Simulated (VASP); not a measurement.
Level of theory: r2SCAN meta-GGA, VASP's PBE PAW potentials (set 64) (plane waves; VASP).

A VASP calculation is set up with these files.

**KPOINTS**
```
Automatic mesh
0
Gamma
10 10 10
0 0 0
```

POSCAR:
```
K
1
   -2.6299486488     2.6299486488     2.6299486488
    2.6299486488    -2.6299486488     2.6299486488
    2.6299486488     2.6299486488    -2.6299486488
K
1
Direct
  0.0000000000   0.0000000000   0.0000000000
```

### INCAR
```
LASPH = T   ! aspherical one-centre terms
NELM = 100   ! most electronic steps
ISMEAR = 1   ! Methfessel-Paxton
SYSTEM = K
METAGGA = R2SCAN
SIGMA = 0.1
LCHARG = F
ISIF = 2
ENCUT = 480
LREAL = F
LWAVE = F
ALGO = Normal   ! blocked Davidson
EDIFF = 1E-7
LMIXTAU = T
PREC = Accurate
```

POTCAR, in this order: K_sv (PBE.64 set). Program: vasp_std.

The run wrote:

**OUTCAR**
```
 ion  position               nearest neighbor table
   1  0.000  0.000  0.000-
  LATTYP: Found a body centered cubic cell.
 ALAT       =     5.2598972976
 Subroutine PRICEL returns:
 Original cell was already a primitive cell.
 Subroutine GETGRP returns: Found 48 space group operations
The static configuration has the point symmetry O_h .
The dynamic configuration has the point symmetry O_h .
 Subroutine INISYM returns: Found 48 space group operations
 Subroutine IBZKPT returns following result:
 Found     47 irreducible k-points:

 Following reciprocal coordinates:
            Coordinates               Weight
  0.000000  0.000000  0.000000      1.000000
  0.100000  0.000000  0.000000     12.000000
  0.200000  0.000000  0.000000     12.000000
  0.300000  0.000000  0.000000     12.000000
  0.400000  0.000000  0.000000     12.000000
  0.500000  0.000000  0.000000      6.000000
  0.100000  0.100000  0.000000     24.000000
  0.200000  0.100000  0.000000     48.000000
  0.300000  0.100000  0.000000     48.000000
  0.400000  0.100000  0.000000     48.000000
  0.200000  0.200000  0.000000     24.000000
  0.300000  0.200000  0.000000     48.000000
  0.400000  0.200000  0.000000     24.000000
  0.300000  0.300000  0.000000     24.000000
  0.100000  0.100000  0.100000      8.000000
  0.200000  0.100000  0.100000     24.000000
  0.300000  0.100000  0.100000     24.000000
  0.400000  0.100000  0.100000     12.000000
 -0.100000  0.100000  0.100000      6.000000
  0.200000  0.200000  0.100000     24.000000
  0.300000  0.200000  0.100000     48.000000
 -0.200000  0.200000  0.100000     24.000000
  0.300000  0.300000  0.100000      8.000000
 -0.300000  0.300000  0.100000     24.000000
 -0.200000  0.300000  0.100000     24.000000
 -0.400000  0.400000  0.100000     24.000000
 -0.300000  0.400000  0.100000     48.000000
  0.500000  0.500000  0.100000     12.000000
 -0.400000  0.500000  0.100000     48.000000
 -0.300000  0.500000  0.100000     24.000000
 -0.400000 -0.400000  0.100000     24.000000
  0.200000  0.200000  0.200000      8.000000
  0.300000  0.200000  0.200000     12.000000
 -0.200000  0.200000  0.200000      6.000000
 -0.300000  0.300000  0.200000     24.000000
 -0.400000  0.400000  0.200000     24.000000
 -0.300000  0.400000  0.200000     24.000000
  0.500000  0.500000  0.200000     12.000000
 -0.400000  0.500000  0.200000     48.000000
 -0.400000 -0.400000  0.200000      8.000000
   k-points           NKPTS =     47   k-points in BZ     NKDIM =     47   number of bands    NBANDS=      8
   number of dos      NEDOS =    301   number of ions     NIONS =      1
   total plane-waves  NPLWV =  46656
   dimension x,y,z NGX =    36 NGY =   36 NGZ =   36
   dimension x,y,z NGXF=    72 NGYF=   72 NGZF=   72
   ions per type =               1
   PREC   = accura    normal or accurate (medium, high low for compatibility)
   ISTART =      0    job   : 0-new  1-cont  2-samecut
   ICHARG =      2    charge: 1-file 2-atom 10-const
   ISPIN  =      1    spin polarized calculation?
   LNONCOLLINEAR =      F non collinear calculations
   LSORBIT =      F    spin-orbit coupling
   INIWAV =      1    electr: 0-lowe 1-rand  2-diag
   ENCUT  =  480.0 eV  35.28 Ry    5.94 a.u.   8.14  8.14  8.14*2*pi/ulx,y,z
   NELM   =    100;   NELMIN=  2; NELMDL= -5     # of ELM steps
   EDIFF  = 0.1E-06   stopping-criterion for ELM
   LREAL  =      F    real-space projection
   NLSPLINE    = F    spline interpolate recip. space projectors
   LMAXMIX     =    2 max onsite mixed and CHGCAR
   VOSKOWN=      0    Vosko Wilk Nusair interpolation
...
```

### OSZICAR
```
       N       E                     dE             d eps       ncg     rms          rms(c)
DAV:   1     0.373459628824E+02    0.37346E+02   -0.36235E+03   752   0.830E+02
DAV:   2    -0.684232303706E+01   -0.44188E+02   -0.43947E+02   760   0.224E+02
DAV:   3    -0.835526338310E+01   -0.15129E+01   -0.15015E+01  1352   0.347E+01
DAV:   4    -0.837006126205E+01   -0.14798E-01   -0.14804E-01  1080   0.315E+00
DAV:   5    -0.837024729510E+01   -0.18603E-03   -0.18603E-03  1344   0.212E-01    0.208E+00
DAV:   6    -0.652623080068E+01    0.18440E+01   -0.15271E+00   776   0.120E+01    0.103E+00
DAV:   7    -0.599410938939E+01    0.53212E+00   -0.27230E-01   976   0.493E+00    0.633E-01
DAV:   8    -0.631611372954E+01   -0.32200E+00   -0.21398E-01   816   0.410E+00    0.361E-01
DAV:   9    -0.590508443938E+01    0.41103E+00   -0.17817E-01   768   0.369E+00    0.509E-02
DAV:  10    -0.601880331708E+01   -0.11372E+00   -0.46029E-02   872   0.245E+00    0.749E-02
DAV:  11    -0.601919097535E+01   -0.38766E-03   -0.16210E-03  1368   0.268E-01    0.872E-02
DAV:  12    -0.601774101909E+01    0.14500E-02   -0.10556E-03   800   0.540E-01    0.107E-01
DAV:  13    -0.601223181125E+01    0.55092E-02   -0.56982E-03   784   0.110E+00    0.186E-01
DAV:  14    -0.600857261259E+01    0.36592E-02   -0.93509E-03   768   0.136E+00    0.278E-01
DAV:  15    -0.600682206184E+01    0.17506E-02   -0.23324E-03   952   0.676E-01    0.278E-01
DAV:  16    -0.600777624484E+01   -0.95418E-03   -0.26366E-04   848   0.227E-01    0.236E-01
DAV:  17    -0.600514893941E+01    0.26273E-02   -0.78372E-03   792   0.806E-01    0.145E-01
DAV:  18    -0.600623887482E+01   -0.10899E-02   -0.30026E-04  1152   0.172E-01    0.158E-01
DAV:  19    -0.600595788841E+01    0.28099E-03   -0.12543E-03   792   0.388E-01    0.118E-01
DAV:  20    -0.600588555460E+01    0.72334E-04   -0.18657E-03   784   0.575E-01    0.323E-02
DAV:  21    -0.600585610349E+01    0.29451E-04   -0.72456E-05  1176   0.928E-02    0.170E-02
DAV:  22    -0.600610102585E+01   -0.24492E-03   -0.11241E-04   800   0.146E-01    0.127E-02
DAV:  23    -0.600585738930E+01    0.24364E-03   -0.27159E-04   792   0.192E-01    0.128E-02
DAV:  24    -0.600584890274E+01    0.84866E-05   -0.79577E-06   984   0.269E-02    0.791E-03
DAV:  25    -0.600585407091E+01   -0.51682E-05   -0.31824E-06   824   0.181E-02    0.509E-03
DAV:  26    -0.600585796060E+01   -0.38897E-05   -0.42709E-06   896   0.274E-02    0.315E-03
DAV:  27    -0.600585568805E+01    0.22725E-05   -0.38596E-06   856   0.235E-02    0.173E-03
DAV:  28    -0.600585511823E+01    0.56982E-06   -0.42778E-07   880   0.800E-03    0.948E-04
DAV:  29    -0.600585474215E+01    0.37608E-06   -0.99074E-08  1024   0.387E-03    0.413E-04
DAV:  30    -0.600585479214E+01   -0.49986E-07   -0.69503E-08   832   0.363E-03
   1 F= -.60058548E+01 E0= -.60054623E+01  d E =-.117740E-02
```

OUTCAR:
```
------------------------ aborting loop because EDIFF is reached ----------------------------------------
  FORCE on cell =-STRESS in cart. coord.  units (eV):
  Direction    XX          YY          ZZ          XY          YZ          ZX
  --------------------------------------------------------------------------------------
  Total        0.0804391      0.0804391      0.0804391      0.0000000      0.0000000      0.0000000
  in kB        1.7712347      1.7712347      1.7712347      0.0000000      0.0000000      0.0000000
  external PRESSURE =       1.7712347 kB  Pullay stress =       0.0000000 kB
  volume of cell :       72.76
      direct lattice vectors                 reciprocal lattice vectors
    -2.629948649  2.629948649  2.629948649     0.000000000  0.190117781  0.190117781
     2.629948649 -2.629948649  2.629948649     0.190117781  0.000000000  0.190117781
     2.629948649  2.629948649 -2.629948649     0.190117781  0.190117781  0.000000000
 POSITION                                       TOTAL-FORCE (eV/Angst)
 -----------------------------------------------------------------------------------
      0.00000      0.00000      0.00000         0.000000     -0.000000      0.000000
 -----------------------------------------------------------------------------------
    total drift:                               -0.000000      0.000000      0.000000
  FREE ENERGIE OF THE ION-ELECTRON SYSTEM (eV)
  ---------------------------------------------------
  free  energy   TOTEN  =        -6.0058547921 eV

  energy  without entropy=       -6.0046773912  energy(sigma->0) =       -6.00546233
```
(Selected blocks of OUTCAR.)

The compound is K in the bcc structure. This cell was strained or had an atom moved on purpose.
